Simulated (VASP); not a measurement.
```
MgF2
1.0
    4.62212     0.00000     0.00000
    0.00000     4.62212     0.00000
    0.00000     0.00000     3.05235
Mg F
2 4
Direct
  0.50000   0.50000   0.50000
  0.00000   0.00000   0.00000
  0.69708   0.69708   0.00000
  0.30292   0.30292   0.00000
  0.80292   0.19708   0.50000
  0.19708   0.80292   0.50000
```

Computed with revPBE GGA, VASP's PBE PAW potentials (set 64) (plane waves; VASP). Settings: 400 eV cut-off, 6×6×9 Γ-centred mesh, Gaussian smearing of 0.010 eV, potentials Mg F.

At this cut-off the stress carries a Pulay error, which pulls relaxed volumes low.

Task: The ions, cell shape and volume are relaxed. What does this cell relax into?

Result: 
```
MgF2
1.0
    4.59200     0.00000     0.00000
    0.00000     4.59200     0.00000
    0.00000     0.00000     3.04091
Mg F
2 4
Cartesian
  2.29600   2.29600   1.52046
  0.00000   0.00000   3.04091
  3.20455   3.20455   0.00000
  1.38746   1.38746   0.00000
  3.68346   0.90855   1.52046
  0.90855   3.68346   1.52046
```
Space group P4_2/mnm (136), at a tolerance of 0.03 Å.

Task: How do energy and volume change from the first to the last step?

Result: The energy (σ→0) changes by -1.8 meV/atom and the volume by -1.7 %, in 5 ionic steps.

The structure comes from a computed database's MgF2 entry; how it stands against other phases isn't given here. This run relaxes it. Symmetry was kept, so distortions that lower it aren't found. The run is one of a series of settings (EDIFFG = -0.01, IBRION = 2, ISIF = 3, NSW = 50 against the base run), some of them coarse on purpose.
